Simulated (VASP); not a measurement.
Consider the following.

```yaml
crystal:
  lattice:
    - [2.67302, 0.00000, 0.00000]
    - [0.00000, 2.67302, 0.00000]
    - [0.00000, 0.00000, 2.67302]
  atoms:
    - { symbol: Rh, position: [0.00000, 0.00000, 0.00000] }
    - { symbol: N, position: [0.50000, 0.50000, 0.50000] }
```

Computed with PBEsol GGA, VASP's PBE PAW potentials (set 64) (plane waves; VASP 6.6.1). Run with 520 eV cut-off, Gaussian smearing of 0.050 eV, potentials Rh_pv N.

What does the run give for the band gap (along the path) with the smallest direct gap where there is one?

| Property | Result |
|---|---|
| band gap (along the path) | none (metal, semimetal or under 0.01 eV) |

Total energies compare only between runs with the same potentials, cut-off and functional.

The structure was generated: RhN was put into the CsCl type type (Pm-3m), which need not be its known phase. It was relaxed first, which changed the volume by -10 %.
